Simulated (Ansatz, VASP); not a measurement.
BaZn3: VASP beside Ansatz

Contents of INCAR:

```
SYSTEM = BaZn3
ALGO = Normal
EDIFF = 1E-6
ENCUT = 520
GGA = PE
ISIF = 2
ISMEAR = 0
LASPH = .TRUE.
LCHARG = .FALSE.
LREAL = .FALSE.
LWAVE = .FALSE.
NBANDS = 31
NELM = 60
PREC = Accurate
SIGMA = 0.1
```

Contents of KPOINTS:

```
k-points
0
G
  4 4 4
  0 0 0
```

File POSCAR:

```
BaZn3
1.0
    4.2739636355      0.0000000000      0.0000000000
    0.0000000000      4.2739636355      0.0000000000
    0.0000000000      0.0000000000      4.2739636355
Ba Zn
1 3
Direct
    0.0000000000      0.0000000000      0.0000000000
    0.0000000000      0.5000000000      0.5000000000
    0.5000000000      0.0000000000      0.5000000000
    0.5000000000      0.5000000000      0.0000000000
```

Input for Ansatz:

```yaml
crystal:
  lattice:
    - [4.2739636355, 0.0, 0.0]
    - [0.0, 4.2739636355, 0.0]
    - [0.0, 0.0, 4.2739636355]
  atoms:
    - { symbol: Ba, position: [0.0, 0.0, 0.0] }
    - { symbol: Zn, position: [0.0, 0.5, 0.5] }
    - { symbol: Zn, position: [0.5, 0.0, 0.5] }
    - { symbol: Zn, position: [0.5, 0.5, 0.0] }
basis:
  ecutwfc: 420
kpoints:
  mp_grid: { grid: [4, 4, 4] }
hamiltonian:
  xc: pbe
scf:
  occupations: { method: gaussian, width: 0.1 }
  lower_state_search: "off"
output:
  forces: true
  stress: true
  eigenvalues: true
```

Alike in both runs: task single point; functional PBE; k mesh 4 × 4 × 4; occupations gaussian, width 0.1 eV; no spin polarisation.

|  | VASP | Ansatz |
| --- | --- | --- |
| version | VASP 6.6.1 | Ansatz 0.2.0 |
| potentials or method | VASP PAW PBE potentials, release 64 (Ba_sv, Zn) | scalar-relativistic, plane waves, PAW |
| plane-wave cutoff (eV) | 520 | 420 |
| valence electrons in the cell | 46 | 46 |

```tsv
	VASP	Ansatz	Ansatz less VASP
gap on the k mesh at the Fermi level (eV)	none	none	-
pressure (GPa)	16.9	16.0	-0.83
```

A gap of «none» marks a metal or a gap that the smearing closes.

Caveats: the k mesh is coarse (spacing up to 0.37 Å⁻¹), so the values aren't converged; so large a pressure means that the cell lies far from this level's equilibrium, or that cutoff or potentials fall short (VASP). The runs have no spin-orbit coupling, so splittings on Ba are missing.
